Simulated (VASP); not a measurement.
Data:

```
CELL_PARAMETERS angstrom
      3.70617     0.00000     0.00000
     -1.85309     3.20964     0.00000
      0.00000     0.00000     2.89338
ATOMIC_POSITIONS crystal
  Pt 0.00000 0.00000 0.00000
  Ge 0.66667 0.33333 0.50000
```

Method: r2SCAN meta-GGA, VASP's PBE PAW potentials (set 64) (plane waves; VASP). Run with 400 eV cut-off, 13×13×14 Γ-centred mesh, tetrahedra with Blöchl corrections, potentials Pt Ge_d.

Problem. Give the energies of bands 7 to 15 at the high-symmetry points, in eV from the Fermi level.

Solution. 
```json
[
 {"band": "7", "Γ": "-5.76", "M": "-7.67", "K": "-7.70", "A": "-7.95", "L": "-6.43", "H": "-6.68"},
 {"band": "8", "Γ": "-5.23", "M": "-5.04", "K": "-4.82", "A": "-5.11", "L": "-5.80", "H": "-6.09"},
 {"band": "9", "Γ": "-5.23", "M": "-3.57", "K": "-3.81", "A": "-5.11", "L": "-3.92", "H": "-3.42"},
 {"band": "10", "Γ": "-2.66", "M": "-3.40", "K": "-3.35", "A": "-3.86", "L": "-2.88", "H": "-2.46"},
 {"band": "11", "Γ": "-2.66", "M": "-2.80", "K": "-3.08", "A": "-3.86", "L": "-2.26", "H": "-2.18"},
 {"band": "12", "Γ": "3.33", "M": "-2.75", "K": "-2.91", "A": "-0.14", "L": "-1.71", "H": "-0.12"},
 {"band": "13", "Γ": "3.33", "M": "-0.72", "K": "-2.09", "A": "4.24", "L": "1.17", "H": "-0.06"},
 {"band": "14", "Γ": "4.27", "M": "5.87", "K": "8.52", "A": "4.24", "L": "1.91", "H": "2.17"},
 {"band": "15", "Γ": "4.85", "M": "7.91", "K": "9.77", "A": "8.06", "L": "6.14", "H": "3.09"}
]
```

It has no gap at this level: it comes out as a metal or semimetal.

The structure was generated: GePt was put into the WC type (P-6m2), which need not be its known phase. It was relaxed first.
